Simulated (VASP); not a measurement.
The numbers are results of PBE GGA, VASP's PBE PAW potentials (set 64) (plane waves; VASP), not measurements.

The input files of a VASP run:

### INCAR
```
SYSTEM = Er
PREC = Accurate
ENCUT = 400
EDIFF = 1E-6
NELM = 100
ALGO = Normal
LREAL = .FALSE.
LASPH = .TRUE.
ISMEAR = 1
SIGMA = 0.5
GGA = PE
LMAXMIX = 6
LWAVE = .FALSE.
LCHARG = .FALSE.
ISIF = 2
```

**POSCAR**
```
Er
1
    1.8131930000    -3.0636130000     0.0000000000
    1.8131930000     3.0636130000     0.0000000000
    0.0000000000     0.0000000000     5.4381770000
Er
2
Direct
  0.3333330000   0.6666670000   0.2500000000
  0.6941370000   0.3608030000   0.7500000000
```

KPOINTS:
```
Automatic mesh
0
Gamma
11 11 6
0 0 0
```

POTCAR, in this order: Er_3 (PBE.64 set). Program: vasp_std.

The 4f electrons are frozen in the core of the lanthanide potential, so 4f levels, which can set the real gap, and their magnetism are missing.

Estimate the energy per atom (σ→0), pressure, largest force, band gap (on the k-mesh).

```
Quantity                                                    Result
------------------------  ----------------------------------------
energy per atom (σ→0)                               -4.488 eV/atom
band gap (on the k-mesh)  none (metal, semimetal or under 0.01 eV)
pressure                                                  1.06 GPa
largest force                                           0.153 eV/Å
```

OSZICAR:
```
...
DAV:   5    -0.898269838728E+01   -0.52876E-02   -0.50723E-02 10963   0.184E+00    0.249E+01
DAV:   6    -0.897946400499E+01    0.32344E-02   -0.31015E-02 10688   0.341E+00    0.148E+01
DAV:   7    -0.898988978351E+01   -0.10426E-01   -0.52712E-02 10301   0.441E+00    0.374E-01
DAV:   8    -0.898968406019E+01    0.20572E-03   -0.34118E-03 10421   0.805E-01    0.964E-02
DAV:   9    -0.898969077410E+01   -0.67139E-05   -0.19529E-04 10857   0.197E-01    0.319E-02
DAV:  10    -0.898968439155E+01    0.63826E-05   -0.24901E-05 10768   0.665E-02    0.409E-02
DAV:  11    -0.898968518223E+01   -0.79069E-06   -0.10885E-06  7027   0.191E-02
   1 F= -.89896852E+01 E0= -.89755866E+01  d E =-.422956E-01
```

The compound is Er in the hcp structure. The cell was not relaxed at this level, atoms are displaced from their ideal sites. The run is one of a series of settings (SIGMA = 0.5 against the base run), some of them coarse on purpose.
